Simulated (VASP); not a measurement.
An input for Ansatz (written as the equivalent of a VASP run, and not itself run):

Ansatz 0.2 input:
```yaml
crystal:
  lattice:
    - [4.3349371, 0.0000000, 0.0000000]
    - [-2.1674686, 3.7541654, 0.0000000]
    - [0.0000000, 0.0000000, 3.3650006]
  atoms:
    - { symbol: Hf, position: [0.0000000, 0.0000000, 0.0000000] }
    - { symbol: Ge, position: [0.3333330, 0.6666670, 0.5000000] }
    - { symbol: Ge, position: [0.6666670, 0.3333330, 0.5000000] }
kpoints:
  mp_grid: { grid: [7, 7, 8] }
hamiltonian:
  xc: pbesol
  pseudopotentials: { kind: paw }
scf:
  occupations: { method: methfessel_paxton, width: 0.1 }
  max_iter: 100
relax:
  max_steps: 60
  f_tol: 0.02
  cell: {}
output: { forces: true, stress: true, eigenvalues: true }
```

Task: Translate this input to VASP (INCAR, KPOINTS, POSCAR, choice of POTCAR).

Result: One answer among several that fit: 
**POSCAR**
```
HfGe2
1
    4.3349371368    -0.0000000000    -0.0000000000
   -2.1674685684     3.7541654337     0.0000000000
   -0.0000000000     0.0000000000     3.3650006468
Hf Ge
1 2
Direct
  0.0000000000   0.0000000000   0.0000000000
  0.3333330000   0.6666670000   0.5000000000
  0.6666670000   0.3333330000   0.5000000000
```

File KPOINTS:
```
Automatic mesh
0
Gamma
7 7 8
0 0 0
```

### INCAR
```
! general
SYSTEM =HfGe2
PREC   =Accurate
ENCUT  =400   ! plane-wave cut-off (eV)
LREAL  =.False.
LASPH  =.True.

! electronic loop
EDIFF  =1E-6
NELM   =100
ALGO   =Normal
LMAXMIX=6

! smearing
ISMEAR =1
SIGMA  =0.1   ! width (eV)

! functional
GGA    =PS

! ions
IBRION =2   ! conjugate gradients
NSW    =60
ISIF   =3
EDIFFG =-0.02   ! ionic stop

! output
LWAVE  =.False.
LCHARG =.False.
```

POTCAR, in this order: Hf_pv Ge_d (PBE.64 set). Program: vasp_std.

Limits of the translation: each code has its own PAW files, so the cut-off isn't converted (ENCUT is set for VASP's; basis.ecutwfc is left out, and Ansatz then takes the one that its files recommend); Ansatz stops its SCF on the density residual and VASP on the energy change (EDIFF).

The structure was generated: HfGe2 was put into the AlB2 type (P6/mmm), which need not be its known phase. This run relaxes it. Symmetry was kept, so distortions that lower it aren't found. The start is the result of an earlier pass.
